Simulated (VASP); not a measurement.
Energy against volume of Ba (bcc). Computed with MS2 meta-GGA, VASP's PBE PAW potentials (set 64) (plane waves; VASP). Settings: 520 eV cut-off, 10×10×10 Γ-centred mesh, first-order Methfessel-Paxton smearing of 0.10 eV, potentials Ba_sv.

```json
[
 {"V (Å³/atom)": "60.065", "E (eV/atom)": "4.02195"},
 {"V (Å³/atom)": "61.982", "E (eV/atom)": "4.01717"},
 {"V (Å³/atom)": "63.899", "E (eV/atom)": "4.01566"},
 {"V (Å³/atom)": "65.816", "E (eV/atom)": "4.01709"}
]
```

Fit these four points and predict the energy of the run at 67.733 Å³/atom.

A cubic in V^(−2/3), the third-order Birch-Murnaghan form, passes through the four points with V0 = 63.89 Å³/atom and B0 = 8 GPa, and gives 4.0212 eV/atom there. The run gave 4.0212 eV/atom, +0.0 meV/atom from the fit; all five points give B0 = 8 GPa.

The compound is Ba in the bcc structure. It was relaxed first.
